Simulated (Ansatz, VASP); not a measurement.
**MgZn2 in VASP and in Ansatz**

```
CELL_PARAMETERS angstrom
0.00000 3.57315 3.57315
3.57315 0.00000 3.57315
3.57315 3.57315 0.00000
ATOMIC_POSITIONS crystal
Mg 0.12500 0.12500 0.12500
Mg 0.87500 0.87500 0.87500
Zn 0.50000 0.50000 0.50000
Zn 0.50000 0.50000 0.00000
Zn 0.50000 0.00000 0.50000
Zn 0.00000 0.50000 0.50000
```

Alike in both runs: functional LDA; k mesh 8 × 8 × 8; occupations fermi-dirac, width 0.05 eV; no spin polarisation.

Ansatz relaxed the structure, and its values are those at the end. VASP's run is a single point on that final structure, the one shown.

|  | VASP | Ansatz |
| --- | --- | --- |
| version | VASP 6.6.1 | Ansatz 0.2.0 |
| potentials or method | VASP PAW LDA potentials, release 64 (Mg, Zn) | PAW with Ansatz's default frozen-core files, scalar-relativistic |
| plane-wave cutoff (eV) | 520 | 420 |
| valence electrons in the cell | 52 | 68 |

```csv
,VASP,Ansatz,Ansatz less VASP
pressure (GPa),0.1,0.0,-0.12
```

The two sets of potentials don't hold the same shells in valence.
